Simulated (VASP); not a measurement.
Data:

```
KF
1.0
    0.00000     2.67350     2.67350
    2.67350     0.00000     2.67350
    2.67350     2.67350     0.00000
K F
1 1
Direct
  0.00000   0.00000   0.00000
  0.50000   0.50000   0.50000
```

These are PBE GGA with D3 dispersion (Becke-Johnson damping), VASP's PBE PAW potentials (set 64) (plane waves; VASP) values and carry that method's errors. Run with 520 eV cut-off, Gaussian smearing of 0.050 eV, potentials K_sv F.

Q: Give the energies of bands 6 to 10 at the high-symmetry points, in eV from the valence-band maximum.

A: 
| band | Γ | X | U | L | W |
|---|---|---|---|---|---|
| 6 | 0.00 | -0.21 | -0.34 | -0.79 | -0.40 |
| 7 | 0.00 | -0.06 | -0.20 | -0.34 | -0.17 |
| 8 | 0.00 | -0.06 | -0.20 | -0.34 | -0.17 |
| 9 | 6.16 | 8.20 | 8.95 | 9.06 | 9.73 |
| 10 | 10.67 | 10.29 | 10.72 | 10.59 | 9.73 |

The gap is direct, 6.16 eV, from the valence maximum at Γ to the conduction minimum at Γ.

The structure comes from a measured KF entry (Fm-3m) of the Crystallography Open Database, whose conditions weren't checked. The cell was not relaxed at this level.
